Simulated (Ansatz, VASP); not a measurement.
One calculation of Li2B, two programs

```xyz
3
Lattice="2.4789 0.0000 0.0000 -1.2394 2.1468 0.0000 0.0000 0.0000 6.3022" Properties=species:S:1:pos:R:3 pbc="T T T"
Li    1.2394    0.7156    4.4910
Li    1.2394    0.7156    1.8112
B     0.0000    1.4312    0.0000
```

Change from the starting cell: species swapped into the WS2 type (P-6m2, No. 187).

Alike in both runs: functional PBE; k mesh 12 × 12 × 2; occupations gaussian, width 0.1 eV; no spin polarisation.

Ansatz relaxed the structure, and its values are those at the end. VASP's run is a single point on that final structure, the one shown.

|  | VASP | Ansatz |
| --- | --- | --- |
| version | VASP 6.6.1 | Ansatz 0.2.0 |
| potentials or method | VASP PAW PBE potentials, release 64 (Li_sv, B) | scalar-relativistic, plane waves, PAW |
| plane-wave cutoff (eV) | 520 | 420 |
| valence electrons in the cell | 9 | 9 |

```csv
,VASP,Ansatz,Ansatz less VASP
gap on the k mesh at the Fermi level (eV),none,none,-
rms of the force components (eV/Å),0.006,0.005,-0.0009
```

A gap of «none» marks a metal or a gap that the smearing closes.

Caveats: the k mesh is coarse (spacing up to 0.50 Å⁻¹), so the values aren't converged.
